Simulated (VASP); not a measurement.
# Sc3Te (Fm-3m) in VASP: a series of runs

The runs below take Sc3Te through single point, with PBE+U.

Program: VASP 6.6.1. These are calculated values, not measurements. Logs are shortened: lines on timing, memory, paths and dates and some standing lists are left out, and cuts for length are marked.

### 1 Starting point

It takes space group Fm-3m (No. 225, cubic). Conventional cell: a = 7.139 Å, b = 7.139 Å, c = 7.139 Å, α = 90.00°, β = 90.00°, γ = 90.00°. Around Sc (site symmetry -43m) lie 4 Sc at 3.09 Å and 4 Te at 3.09 Å. Around Sc (site symmetry m-3m) lie 8 Sc at 3.09 Å. Around Te (site symmetry m-3m) lie 8 Sc at 3.09 Å.

The cell was built by a generator and needn't be a form met in nature.

### 2 Single point, PBE+U

The input, INCAR:

```
  PREC = Accurate
  ENCUT = 520
  EDIFF = 1E-7
  ISMEAR = -1
  SIGMA = 0.05
  LREAL = F
  LASPH = T
  NELM = 100
  ALGO = Fast
  ISIF = 2
  LWAVE = F
  LCHARG = F
  LMAXMIX = 4
  LDAU = T
  LDAUTYPE = 2
  LDAUL = 2 -1
  LDAUU = 2 0
  LDAUJ = 0 0
  LDAUPRINT = 1
  GGA = PE
  NBANDS = 28
```

The input, KPOINTS:

```
Automatic mesh
0
Gamma
  5 5 5
```

The input, POSCAR:

```
Sc3Te
1.0
    0.0000000000      3.5695000000      3.5695000000
    3.5695000000      0.0000000000      3.5695000000
    3.5695000000      3.5695000000      0.0000000000
Sc Te
3 1
Direct
    0.2500000000      0.2500000000      0.2500000000
    0.7500000000      0.7500000000      0.7500000000
    0.5000000000      0.5000000000      0.5000000000
    0.0000000000      0.0000000000      0.0000000000
```

Potentials or basis: VASP PAW PBE potentials, release 64 (Sc_sv, Te).

Started as:

```
$ cat potpaw_PBE.64/Sc_sv/POTCAR potpaw_PBE.64/Te/POTCAR > POTCAR
$ mpirun -np 1 vasp_std > vasp.out
```

OUTCAR:

```text
PREC = Accurate
   ENCUT = 520
   EDIFF = 1E-7
   ISMEAR = -1
   LREAL = F
   LASPH = T
   NELM = 100
   ISIF = 2
   GGA = PE

 ion  position               nearest neighbor table
   1  0.250  0.250  0.250-   3 3.09   4 3.09   4 3.09   4 3.09   4 3.09   3 3.09   3 3.09   3 3.09

   2  0.750  0.750  0.750-   3 3.09   4 3.09   3 3.09   3 3.09   3 3.09   4 3.09   4 3.09   4 3.09

   3  0.500  0.500  0.500-   1 3.09   2 3.09   1 3.09   1 3.09   1 3.09   2 3.09   2 3.09   2 3.09

   4  0.000  0.000  0.000-   1 3.09   2 3.09   2 3.09   2 3.09   2 3.09   1 3.09   1 3.09   1 3.09

  LATTYP: Found a face centered cubic cell.
 ALAT       =     7.1390000000

  Lattice vectors:

 A1 = (   0.0000000000,   3.5695000000,   3.5695000000)
 A2 = (   3.5695000000,   0.0000000000,   3.5695000000)
 A3 = (   3.5695000000,   3.5695000000,   0.0000000000)

Analysis of symmetry for initial positions (statically):
=====================================================================
 Subroutine PRICEL returns:
 Original cell was already a primitive cell.

 Routine SETGRP: Setting up the symmetry group for a
 face centered cubic supercell.

 Subroutine GETGRP returns: Found 48 space group operations
 (whereof 48 operations were pure point group operations)
 out of a pool of 48 trial point group operations.

The static configuration has the point symmetry O_h .

Analysis of symmetry for dynamics (positions and initial velocities):
=====================================================================
 Subroutine PRICEL returns:
 Original cell was already a primitive cell.

 Routine SETGRP: Setting up the symmetry group for a
 face centered cubic supercell.

 Subroutine GETGRP returns: Found 48 space group operations
 (whereof 48 operations were pure point group operations)
 out of a pool of 48 trial point group operations.

The dynamic configuration has the point symmetry O_h .

 Subroutine INISYM returns: Found 48 space group operations
 (whereof 48 operations are pure point group operations),
 and found     1 'primitive' translations

----------------------------------------------------------------------------------------

                                     Primitive cell

  volume of cell :      90.9604

  direct lattice vectors                    reciprocal lattice vectors
     0.000000000  3.569500000  3.569500000    -0.140075641  0.140075641  0.140075641
     3.569500000  0.000000000  3.569500000     0.140075641 -0.140075641  0.140075641
     3.569500000  3.569500000  0.000000000     0.140075641  0.140075641 -0.140075641

  length of vectors
     5.048035311  5.048035311  5.048035311     0.242618127  0.242618127  0.242618127

  position of ions in fractional coordinates (direct lattice)
     0.250000000  0.250000000  0.250000000
     0.750000000  0.750000000  0.750000000
     0.500000000  0.500000000  0.500000000
     0.000000000  0.000000000  0.000000000

  ion indices of the primitive-cell ions
   primitive index   ion index
                 1           1
                 2           2
                 3           3
                 4           4

----------------------------------------------------------------------------------------

 KPOINTS: Automatic mesh

Automatic generation of k-mesh.
 Grid dimensions read from file:
 generate k-points for:    5    5    5

 Generating k-lattice:

  Cartesian coordinates                     Fractional coordinates (reciprocal lattice)
    -0.028015128  0.028015128  0.028015128     0.200000000  0.000000000  0.000000000
     0.028015128 -0.028015128  0.028015128     0.000000000  0.200000000  0.000000000
     0.028015128  0.028015128 -0.028015128     0.000000000  0.000000000  0.200000000

  Length of vectors
     0.048523625  0.048523625  0.048523625

  Shift w.r.t. Gamma in fractional coordinates (k-lattice)
     0.000000000  0.000000000  0.000000000

 Subroutine IBZKPT returns following result:
 ===========================================

 Found     10 irreducible k-points:

 Following reciprocal coordinates:
            Coordinates               Weight
  0.000000  0.000000  0.000000      1.000000
  0.200000  0.000000  0.000000      8.000000
  0.400000  0.000000  0.000000      8.000000
  0.200000  0.200000  0.000000      6.000000
  0.400000  0.200000  0.000000     24.000000
 -0.400000  0.200000  0.000000     24.000000
 -0.200000  0.200000  0.000000     12.000000
  0.400000  0.400000  0.000000      6.000000
 -0.400000  0.400000  0.000000     12.000000
 -0.400000  0.400000  0.200000     24.000000
   k-points           NKPTS =     10   k-points in BZ     NKDIM =     10   number of bands    NBANDS=     28
   number of dos      NEDOS =    301   number of ions     NIONS =      4
   total plane-waves  NPLWV =  64000
   dimension x,y,z NGX =    40 NGY =   40 NGZ =   40
   dimension x,y,z NGXF=    80 NGYF=   80 NGZF=   80
   ions per type =               3   1
   NGX,Y,Z   is equivalent  to a cutoff of  13.17, 13.17, 13.17 a.u.
   NGXF,Y,Z  is equivalent  to a cutoff of  26.35, 26.35, 26.35 a.u.
 SYSTEM =  unknown system
   PREC   = accura    normal or accurate (medium, high low for compatibility)
   ISTART =      0    job   : 0-new  1-cont  2-samecut
   ICHARG =      2    charge: 1-file 2-atom 10-const
   ISPIN  =      1    spin polarized calculation?
   LNONCOLLINEAR =      F non collinear calculations
   LSORBIT =      F    spin-orbit coupling
   LASPH  =      T    aspherical Exc in radial PAW
   ENCUT  =  520.0 eV  38.22 Ry    6.18 a.u.   9.39  9.39  9.39*2*pi/ulx,y,z
   NELM   =    100;   NELMIN=  2; NELMDL= -5     # of ELM steps
   EDIFF  = 0.1E-06   stopping-criterion for ELM
   LREAL  =      F    real-space projection
   EDIFFG = 0.1E-05   stopping-criterion for IOM
   NSW    =      0    number of steps for IOM
   IBRION =     -1    ionic relax: 0-MD 1-quasi-New 2-CG
   NFREE  =      0    steps in history (QN), initial steepest desc. (CG)
   ISIF   =      2    stress and relaxation
   ISYM   =      2    0-nonsym 1-usesym 2-fastsym
   POTIM  = 0.5000    time-step for ionic-motion
   TEBEG  =    0.0;   TEEND  =   0.0 temperature during run
   PSTRESS=    0.0 pullay stress
   NELECT =      39.0000    total number of electrons
   NUPDOWN=      -1.0000    fix difference up-down
   EMIN   =  10.00;   EMAX   =-10.00  energy-range for DOS
   EFERMI =   0.00;   METHOD = LEGACY
   ISMEAR =    -1;   SIGMA  =   0.05  broadening in eV -4-tet -1-fermi 0-gaus
   EFERMI_NEDOS =   21; number of points for ismear=-14 and -15
   IALGO  =     68    algorithm
   IMIX   =      4    mixing-type and parameters
     AMIX     =   0.40;   BMIX     =  1.00
     AMIX_MAG =   1.60;   BMIX_MAG =  1.00
  volume/ion in A,a.u.               =      22.74       153.46
  Fermi-wavevector in a.u.,A,eV,Ry     =   1.234466  2.332802 20.733990  1.523905
  Thomas-Fermi vector in A             =   2.369155
   LORBIT       =      0    0 simple, 1 ext, 2 COOP (PROOUT), +10 PAW based schemes
 LDA+U is selected, type is set to LDAUTYPE =  2
   angular momentum for each species LDAUL =     2   -1
   U (eV)           for each species LDAUU =   2.0  0.0
   J (eV)           for each species LDAUJ =   0.0  0.0
   GGA     = PE    functional components
   LHFCALC =     F    Hartree Fock is set to
   AEXX    =    0.0000 exact exchange contribution
   IVDW    =     0    specifies the selected vdW correction
   LEPSILON=     F    determine dielectric tensor
   LRPA    =     F    only Hartree local field effects (RPA)
 non-spin polarized calculation
 RMM-DIIS sequential band-by-band and
  energy-cutoff  :      520.00
  volume of cell :       90.96
 maximum number of plane-waves:      2469
 NGX is ok and might be reduce to    40
   NGX = 19   NGY = 19   NGZ = 19

atom =   1  type =  1  l = 2

 onsite density matrix

spin component  1

  0.0696  0.0000 -0.0000  0.0000 -0.0000
  0.0000  0.0696 -0.0000  0.0000  0.0000
 -0.0000 -0.0000  0.1564  0.0000  0.0000
  0.0000  0.0000  0.0000  0.0696  0.0000
 -0.0000  0.0000  0.0000  0.0000  0.1564

spin component  2

  0.0696  0.0000 -0.0000  0.0000 -0.0000
  0.0000  0.0696 -0.0000  0.0000  0.0000
 -0.0000 -0.0000  0.1564  0.0000  0.0000
  0.0000  0.0000  0.0000  0.0696  0.0000
 -0.0000  0.0000  0.0000  0.0000  0.1564
[... 67 lines left out ...]
 occupancies and eigenvectors

  o =  0.0567  v =  0.0000 -0.0000 -0.8943  0.0000  0.4475  0.0000  0.0000  0.0000  0.0000  0.0000      0.0000  0.0000  0.0000  0.0000  0.0000  0.0000  0.0000  0.0000  0.0000  0.0000
  o =  0.0567  v =  0.0000  0.0000  0.0000  0.0000  0.0000  0.0000 -0.0000 -0.8943  0.0000  0.4475      0.0000  0.0000  0.0000  0.0000  0.0000  0.0000  0.0000  0.0000  0.0000  0.0000
  o =  0.0567  v =  0.0000 -0.0000 -0.4475 -0.0000 -0.8943  0.0000  0.0000  0.0000  0.0000  0.0000      0.0000  0.0000  0.0000  0.0000  0.0000  0.0000  0.0000  0.0000  0.0000  0.0000
  o =  0.0567  v =  0.0000  0.0000  0.0000  0.0000  0.0000  0.0000 -0.0000 -0.4475 -0.0000 -0.8943      0.0000  0.0000  0.0000  0.0000  0.0000  0.0000  0.0000  0.0000  0.0000  0.0000
  o =  0.1373  v =  0.0000  0.0000  0.0000  0.0000  0.0000  0.0000 -0.9307  0.0000  0.3658  0.0000      0.0000  0.0000  0.0000  0.0000  0.0000  0.0000  0.0000  0.0000  0.0000  0.0000
  o =  0.1373  v =  0.0000 -0.9307  0.0000  0.3658  0.0000  0.0000  0.0000  0.0000  0.0000  0.0000      0.0000  0.0000  0.0000  0.0000  0.0000  0.0000  0.0000  0.0000  0.0000  0.0000
  o =  0.1373  v =  0.0000  0.0000  0.0000  0.0000  0.0000  0.0000  0.3658 -0.0000  0.9307 -0.0000      0.0000  0.0000  0.0000  0.0000  0.0000  0.0000  0.0000  0.0000  0.0000  0.0000
  o =  0.1373  v =  0.0000  0.3658 -0.0000  0.9307 -0.0000  0.0000  0.0000  0.0000  0.0000  0.0000      0.0000  0.0000  0.0000  0.0000  0.0000  0.0000  0.0000  0.0000  0.0000  0.0000
  o =  0.1373  v =  1.0000  0.0000  0.0000  0.0000  0.0000  0.0000  0.0000  0.0000  0.0000  0.0000      0.0000  0.0000  0.0000  0.0000  0.0000  0.0000  0.0000  0.0000  0.0000  0.0000
  o =  0.1373  v =  0.0000  0.0000  0.0000  0.0000  0.0000  1.0000  0.0000  0.0000  0.0000  0.0000      0.0000  0.0000  0.0000  0.0000  0.0000  0.0000  0.0000  0.0000  0.0000  0.0000

 number of electron      39.0000007 magnetization

 Free energy of the ion-electron system (eV)
  ---------------------------------------------------
  ext. energy  EPLUGINS =         0.00000000
  ---------------------------------------------------
  free energy    TOTEN  =       -19.70735069 eV

  energy without entropy =      -19.65445428  energy(sigma->0) =      -19.68090249

 E-fermi :   6.6793     XC(G=0): -10.4355

 val. band max:        6.6643024423   @ k =  -0.4000   0.4000   0.0000
 cond. band min:       6.7483465060   @ k =   0.2000   0.2000   0.0000
 fundamental gap:      0.0840440637
 Fermi energy:         6.6792571346

 k-point     1 :       0.0000    0.0000    0.0000
  band No.  band energies     occupation
      1     -43.4670      2.00000
      2     -43.3816      2.00000
      3     -43.3569      2.00000
      4     -22.1765      2.00000
      5     -22.1765      2.00000
      6     -22.1765      2.00000
[... 20 lines left out ...]
     27       9.1359      0.00000
[... 257 lines left out ...]
      6     -22.1800      2.00000
[... 20 lines left out ...]
     27       9.0495      0.00000
     28       9.4201      0.00000

------------------------ aborting loop because EDIFF is reached ----------------------------------------

  FORCE on cell =-STRESS in cart. coord.  units (eV):
  Direction    XX          YY          ZZ          XY          YZ          ZX
  --------------------------------------------------------------------------------------
  -------------------------------------------------------------------------------------
  Total        2.2901385      2.2901385      2.2901385      0.0000000     -0.0000000      0.0000000
  in kB       40.3385403     40.3385403     40.3385403      0.0000000     -0.0000000      0.0000000
  external PRESSURE =      40.3385403 kB  Pullay stress =       0.0000000 kB

 VOLUME and BASIS-vectors are now :
 -----------------------------------------------------------------------------
  energy-cutoff  :      520.00
  volume of cell :       90.96
      direct lattice vectors                 reciprocal lattice vectors
     0.000000000  3.569500000  3.569500000    -0.140075641  0.140075641  0.140075641
     3.569500000  0.000000000  3.569500000     0.140075641 -0.140075641  0.140075641
     3.569500000  3.569500000  0.000000000     0.140075641  0.140075641 -0.140075641

 POSITION                                       TOTAL-FORCE (eV/Angst)
 -----------------------------------------------------------------------------------
      1.78475      1.78475      1.78475        -0.000000     -0.000000     -0.000000
      5.35425      5.35425      5.35425         0.000000      0.000000      0.000000
      3.56950      3.56950      3.56950         0.000000      0.000000      0.000000
      0.00000      0.00000      0.00000         0.000000      0.000000      0.000000
 -----------------------------------------------------------------------------------
    total drift:                               -0.000000     -0.000000      0.000000

  FREE ENERGIE OF THE ION-ELECTRON SYSTEM (eV)
  ---------------------------------------------------
  free  energy   TOTEN  =       -19.7073506904 eV

  energy  without entropy=      -19.6544542839  energy(sigma->0) =      -19.68090249
```

It took 27 s on 1 thread of Intel Xeon 6975P-C (Granite Rapids), shared host; peak memory 0.24 GiB.

Results:

```yaml
Free_energy: -19.7074 eV
Pressure: 4.0 GPa
Band_gap_on_the_k_mesh: none (metal or under the smearing width)
```

Eigenvalues of the final occupation matrices:
| site | spin | trace | eigenvalues |
| --- | --- | --- | --- |
| site 1 d | 1 | 0.52 | 0.07 0.07 0.07 0.16 0.16 |
| site 1 d | 2 | 0.52 | 0.07 0.07 0.07 0.16 0.16 |
| site 2 d | 1 | 0.52 | 0.07 0.07 0.07 0.16 0.16 |
| site 2 d | 2 | 0.52 | 0.07 0.07 0.07 0.16 0.16 |
| site 3 d | 1 | 0.53 | 0.06 0.06 0.14 0.14 0.14 |
| site 3 d | 2 | 0.53 | 0.06 0.06 0.14 0.14 0.14 |

Caveat: U without spin polarisation on a metal has little footing; the U is typed as a test and isn't derived for this compound. The run has no spin-orbit coupling, so splittings on Te are missing.

(Part 1 of 2 ends here.)
